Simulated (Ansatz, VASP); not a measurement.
**TeW in VASP and in Ansatz**

```
Te W
1.0
     4.37846    0.00000    0.00000
    -2.18923    3.79185    0.00000
     0.00000    0.00000    6.84677
Te W
2 2
Direct
  0.33333 0.66667 0.99840
  0.66667 0.33333 0.49840
  0.33333 0.66667 0.38370
  0.66667 0.33333 0.88370
```

Alike in both runs: functional PBE; k mesh 6 × 6 × 4; occupations gaussian, width 0.1 eV; no spin polarisation.

Ansatz relaxed the structure, and its values are those at the end. VASP's run is a single point on that final structure, the one shown.

|  | VASP | Ansatz |
| --- | --- | --- |
| version | VASP 6.6.1 | Ansatz 0.2.0 |
| potentials or method | VASP PAW PBE potentials, release 64 (Te, W_sv) | scalar-relativistic, plane waves, PAW |
| plane-wave cutoff (eV) | 520 | 420 |
| valence electrons in the cell | 40 | 60 |

|  | VASP | Ansatz | Ansatz less VASP |
| --- | --- | --- | --- |
| gap on the k mesh at the Fermi level (eV) | none | none | - |
| pressure (GPa) | -0.1 | -0.1 | 0.00 |

A gap of «none» marks a metal or a gap that the smearing closes. With one functional, cell and mesh, what is left measures potentials, basis and numerics. The two sets of potentials don't hold the same shells in valence.

Spin-orbit coupling is left out, which matters for the levels of Te, W.
